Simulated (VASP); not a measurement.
InSe:

```xyz
8
Lattice="4.0500 0.0000 0.0000 -2.0250 3.5074 0.0000 0.0000 0.0000 16.9300" Properties=species:S:1:pos:R:3 pbc="T T T"
In    0.0000    2.3383    2.6580
In    2.0250    1.1691   11.1230
In    0.0000    2.3383    5.8070
In    2.0250    1.1691   14.2720
Se    0.0000    2.3383   10.1919
Se    2.0250    1.1691    1.7269
Se    0.0000    2.3383   15.2031
Se    2.0250    1.1691    6.7381
```

Base run:

| Property | Result |
| --- | --- |
| Program | VASP 6.6.1 |
| Functional | LDA |
| Potentials or basis | VASP PAW LDA potentials, release 64 (In_d, Se) |
| Cutoff | 400 eV |
| k mesh | 12 × 12 × 2 |
| Occupations | gaussian, width 0.02 eV |
| Spin | no spin polarisation |

Its results: pressure 3.5 GPa; largest force 2.635 eV/Å.

**Question.** The run is repeated on the same cell with these changes: functional from LDA to PBEsol; potentials or basis from VASP PAW LDA potentials, release 64 (In_d, Se) to VASP PAW PBE potentials, release 64 (In_d, Se). What comes out?

**Answer.** Pressure 5.1 GPa; largest force 2.764 eV/Å.

Caveats: forces of over 1 eV/Å show positions far from the minimum, so gaps and moduli don't describe the material at rest (some runs); the PAW data sets were made with another functional, which shifts forces and pressure a little (some runs); this functional lacks dispersion, which binds the layers, so the pressure and a relaxed spacing across them are unreliable (some runs).

Not every run made on this cell is shown here.
